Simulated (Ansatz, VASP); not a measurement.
# Cross-check of Al2O3 (Corundum) between VASP and Ansatz, part 2 of 3

One calculation is typed for both programs; each brings its own data sets. How far apart do they land? The cell is taken from a series of runs on this material, whose earlier steps may have relaxed, scaled, displaced or heated it; both programs get it as it stands.

VASP 6.6.1 and Ansatz 0.2.0.

So far: The structure; VASP: zone-centre phonons, LDA.

## 2. VASP: zone-centre phonons, LDA (continued)

Level of this step: LDA; plane waves and PAW (O, Al) (VASP).

From OUTCAR (step 2):

```text
ion  position               nearest neighbor table
   1  0.555  0.945  0.250-   9 1.87  10 1.87   7 1.98   8 1.98
   2  0.250  0.555  0.945-   9 1.87  10 1.87   7 1.98   8 1.98
   3  0.945  0.250  0.555-  10 1.87   9 1.87   7 1.98   8 1.98
   4  0.445  0.055  0.750-   7 1.87   8 1.87   9 1.98  10 1.98
   5  0.750  0.445  0.055-   7 1.87   8 1.87   9 1.98  10 1.98
   6  0.055  0.750  0.445-   8 1.87   7 1.87   9 1.98  10 1.98
   7  0.352  0.352  0.352-   5 1.87   4 1.87   6 1.87   3 1.98   2 1.98   1 1.98   8 2.67   9 2.81
                             9 2.81   9 2.81   8 3.24   8 3.24   8 3.24
   8  0.148  0.148  0.148-   6 1.87   4 1.87   5 1.87   3 1.98   2 1.98   1 1.98   7 2.67  10 2.81
                            10 2.81  10 2.81   7 3.24   7 3.24   7 3.24
   9  0.648  0.648  0.648-   2 1.87   1 1.87   3 1.87   5 1.98   6 1.98   4 1.98  10 2.67   7 2.81
                             7 2.81   7 2.81  10 3.24  10 3.24  10 3.24
  10  0.852  0.852  0.852-   3 1.87   1 1.87   2 1.87   5 1.98   6 1.98   4 1.98   9 2.67   8 2.81
                             8 2.81   8 2.81   9 3.24   9 3.24   9 3.24

  LATTYP: Found a trigonal (rhomboedric) cell.
 ALAT       =     5.1603267719
 COS(alpha) =     0.5694145138

 Subroutine GETGRP returns: Found 12 space group operations
 (whereof  6 operations were pure point group operations)

The static configuration has the point symmetry S_6 .
 The point group associated with its full space group is D_3d.

 Found     32 irreducible k-points:

   k-points           NKPTS =     32   k-points in BZ     NKDIM =     32   number of bands    NBANDS=     34

   dimension x,y,z NGX =    42 NGY =   42 NGZ =   42
   dimension x,y,z NGXF=    84 NGYF=   84 NGZF=   84

   ENCUT  =  600.0 eV  44.10 Ry    6.64 a.u.  10.31 10.31 10.31*2*pi/ulx,y,z

   NELECT =      48.0000    total number of electrons

 k-points in reciprocal lattice and weights: Automatic mesh
   0.00000000  0.00000000  0.00000000       0.005
   0.16666667  0.00000000 -0.00000000       0.028
   0.33333333  0.00000000 -0.00000000       0.028
   0.50000000  0.00000000 -0.00000000       0.014
   0.16666667  0.16666667 -0.00000000       0.028
   0.33333333  0.16666667  0.00000000       0.056
   0.50000000  0.16666667 -0.00000000       0.056
  -0.33333333  0.16666667  0.00000000       0.056
  -0.16666667  0.16666667  0.00000000       0.028
[...]
-0.33333333  0.50000000  0.33333333       0.028
   0.50000000  0.50000000  0.50000000       0.005

 average (electrostatic) potential at core
       1 -68.4273       2 -68.4273       3 -68.4273       4 -68.4273       5 -68.4273
       6 -68.4273       7 -69.9882       8 -69.9882       9 -69.9882      10 -69.9882

   2 f  =   21.310729 THz   133.899261 2PiTHz  710.849411 cm-1    88.134055 meV
             X         Y         Z           dx          dy          dz
     -0.931863  1.382392  7.625049     0.190723    0.000026   -0.000021
     -0.731255 -1.498213  7.625049    -0.262739   -0.261818   -0.291444
      1.663118  0.115821  7.625049    -0.262772    0.261813    0.291466
      0.931863 -1.382392  5.446464    -0.190723   -0.000026    0.000021
      0.731255  1.498213  5.446464     0.262739    0.261818    0.291444
     -1.663118 -0.115821  5.446464     0.262772   -0.261813   -0.291466
      0.000000  0.000000  4.601680    -0.059123   -0.076047    0.000000
      0.000000  0.000000  1.934076    -0.059113    0.076054   -0.000000
      0.000000  0.000000  8.469833     0.059123    0.076047   -0.000000
      0.000000  0.000000 11.137437     0.059113   -0.076054    0.000000

   3 f  =   21.310729 THz   133.899261 2PiTHz  710.849411 cm-1    88.134055 meV
             X         Y         Z           dx          dy          dz
     -0.931863  1.382392  7.625049     0.000012   -0.413915    0.336543
     -0.731255 -1.498213  7.625049    -0.261833    0.039547   -0.168290
      1.663118  0.115821  7.625049     0.261799    0.039580   -0.168253
      0.931863 -1.382392  5.446464    -0.000012    0.413915   -0.336543
      0.731255  1.498213  5.446464     0.261833   -0.039547    0.168290
     -1.663118 -0.115821  5.446464    -0.261799   -0.039580    0.168253
      0.000000  0.000000  4.601680     0.076047   -0.059123    0.000000
      0.000000  0.000000  1.934076    -0.076054   -0.059113    0.000000
      0.000000  0.000000  8.469833    -0.076047    0.059123   -0.000000
      0.000000  0.000000 11.137437     0.076054    0.059113   -0.000000

   4 f  =   19.892138 THz   124.985988 2PiTHz  663.530295 cm-1    82.267235 meV
             X         Y         Z           dx          dy          dz
     -0.931863  1.382392  7.625049    -0.372231   -0.000000    0.000000
     -0.731255 -1.498213  7.625049     0.186115   -0.322361   -0.000000
      1.663118  0.115821  7.625049     0.186115    0.322361    0.000000
      0.931863 -1.382392  5.446464    -0.372231    0.000000   -0.000000
      0.731255  1.498213  5.446464     0.186115   -0.322361   -0.000000
     -1.663118 -0.115821  5.446464     0.186115    0.322361    0.000000
      0.000000  0.000000  4.601680    -0.000000   -0.000000    0.205344
      0.000000  0.000000  1.934076    -0.000000    0.000000   -0.205344
      0.000000  0.000000  8.469833    -0.000000   -0.000000    0.205344
      0.000000  0.000000 11.137437    -0.000000    0.000000   -0.205344

   5 f  =   18.320328 THz   115.110019 2PiTHz  611.100379 cm-1    75.766757 meV
             X         Y         Z           dx          dy          dz
     -0.931863  1.382392  7.625049    -0.404536   -0.000000    0.000000
     -0.731255 -1.498213  7.625049     0.202268   -0.350339   -0.000000
      1.663118  0.115821  7.625049     0.202268    0.350339    0.000000
      0.931863 -1.382392  5.446464     0.404536   -0.000000    0.000000
      0.731255  1.498213  5.446464    -0.202268    0.350339    0.000000
     -1.663118 -0.115821  5.446464    -0.202268   -0.350339   -0.000000
      0.000000  0.000000  4.601680    -0.000000   -0.000000   -0.067274
      0.000000  0.000000  1.934076    -0.000000    0.000000    0.067274
      0.000000  0.000000  8.469833     0.000000    0.000000    0.067274
      0.000000  0.000000 11.137437     0.000000   -0.000000   -0.067274

   6 f  =   18.007561 THz   113.144844 2PiTHz  600.667584 cm-1    74.473255 meV
             X         Y         Z           dx          dy          dz
     -0.931863  1.382392  7.625049     0.317862    0.000151   -0.000002
     -0.731255 -1.498213  7.625049    -0.266989   -0.337768   -0.004249
      1.663118  0.115821  7.625049    -0.267210    0.337687    0.004250
      0.931863 -1.382392  5.446464     0.317862    0.000151   -0.000002
      0.731255  1.498213  5.446464    -0.266989   -0.337768   -0.004249
     -1.663118 -0.115821  5.446464    -0.267210    0.337687    0.004250
      0.000000  0.000000  4.601680     0.083195    0.084503    0.000000
      0.000000  0.000000  1.934076     0.083140   -0.084557   -0.000000
      0.000000  0.000000  8.469833     0.083195    0.084503    0.000000
      0.000000  0.000000 11.137437     0.083140   -0.084557   -0.000000

   7 f  =   18.007561 THz   113.144844 2PiTHz  600.667584 cm-1    74.473255 meV
             X         Y         Z           dx          dy          dz
     -0.931863  1.382392  7.625049    -0.000104    0.462086   -0.004907
     -0.731255 -1.498213  7.625049     0.337815   -0.122764    0.002455
      1.663118  0.115821  7.625049    -0.337640   -0.122985    0.002452
      0.931863 -1.382392  5.446464    -0.000104    0.462086   -0.004907
      0.731255  1.498213  5.446464     0.337815   -0.122764    0.002455
     -1.663118 -0.115821  5.446464    -0.337640   -0.122985    0.002452
      0.000000  0.000000  4.601680     0.084503   -0.083195   -0.000000
      0.000000  0.000000  1.934076    -0.084557   -0.083140   -0.000000
      0.000000  0.000000  8.469833     0.084503   -0.083195   -0.000000
      0.000000  0.000000 11.137437    -0.084557   -0.083140   -0.000000

   8 f  =   17.354556 THz   109.041893 2PiTHz  578.885687 cm-1    71.772645 meV
             X         Y         Z           dx          dy          dz
     -0.931863  1.382392  7.625049    -0.167663    0.000000   -0.000000
     -0.731255 -1.498213  7.625049     0.083831   -0.145200   -0.000000
      1.663118  0.115821  7.625049     0.083831    0.145200    0.000000
      0.931863 -1.382392  5.446464    -0.167663    0.000000   -0.000000
      0.731255  1.498213  5.446464     0.083831   -0.145200   -0.000000
     -1.663118 -0.115821  5.446464     0.083831    0.145200    0.000000
      0.000000  0.000000  4.601680     0.000000    0.000000   -0.455888
      0.000000  0.000000  1.934076     0.000000   -0.000000    0.455888
      0.000000  0.000000  8.469833     0.000000    0.000000   -0.455888
      0.000000  0.000000 11.137437     0.000000   -0.000000    0.455888

   9 f  =   16.514696 THz   103.764896 2PiTHz  550.870964 cm-1    68.299264 meV
             X         Y         Z           dx          dy          dz
     -0.931863  1.382392  7.625049    -0.242266    0.000000   -0.000000
     -0.731255 -1.498213  7.625049    -0.083054    0.091922   -0.055928
      1.663118  0.115821  7.625049    -0.083053   -0.091921    0.055928
      0.931863 -1.382392  5.446464     0.242266   -0.000000    0.000000
      0.731255  1.498213  5.446464     0.083054   -0.091922    0.055928
     -1.663118 -0.115821  5.446464     0.083053    0.091921   -0.055928
      0.000000  0.000000  4.601680    -0.404806    0.195729    0.000000
      0.000000  0.000000  1.934076    -0.404808   -0.195726   -0.000000
      0.000000  0.000000  8.469833     0.404806   -0.195729   -0.000000
      0.000000  0.000000 11.137437     0.404808    0.195726    0.000000
    [... 271 further lines ...]
      0.000000  0.000000  8.469833    -0.352921   -0.087989    0.000000
      0.000000  0.000000 11.137437    -0.352904   -0.088053    0.000000

 MACROSCOPIC STATIC DIELECTRIC TENSOR IONIC CONTRIBUTION
 ------------------------------------------------------
           6.656493     0.000000    -0.000000
           0.000000     6.656493    -0.000000
          -0.000000    -0.000000     8.806086
 ------------------------------------------------------

 ELASTIC MODULI CONTR FROM IONIC RELAXATION (kBar)
 Direction    XX          YY          ZZ          XY          YZ          ZX
 --------------------------------------------------------------------------------
 XX        -334.5753    146.7119    119.1796     -0.0000    124.7332      0.0000
 YY         146.7119   -334.5753    119.1796     -0.0000   -124.7332     -0.0000
 ZZ         119.1796    119.1796   -177.7281     -0.0000      0.0000     -0.0000
 XY          -0.0000      0.0000     -0.0000   -240.6549      0.0000    124.3995
 YZ         124.7332   -124.7332      0.0000      0.0000   -132.6775     -0.0000
 ZX           0.0000     -0.0000     -0.0000    124.3995     -0.0000   -131.6640
 --------------------------------------------------------------------------------

 PIEZOELECTRIC TENSOR IONIC CONTR  for field in x, y, z        (C/m^2)
          XX          YY          ZZ          XY          YZ          ZX
  --------------------------------------------------------------------------------
  x     0.00000    -0.00000    -0.00000    -0.00000    -0.00000     0.00000
  y     0.00000     0.00000    -0.00000    -0.00000    -0.00000     0.00000
  z     0.00000     0.00000    -0.00000     0.00000     0.00000     0.00000
```

(Continued in part 3 of 3.)

[Lines on the potential files, build, host, timing and source positions are cut from VASP's logs without a mark.]

[Logs are printed without paths, hosts, clocks, repeated set-up lines and the standing remarks that a program may print on its own settings, such as how far it seeks lower states.]

[Hosts, paths, dates, database ids (printed as entryN), source tags and the programs' standing remarks are cut or masked in the printed files.]
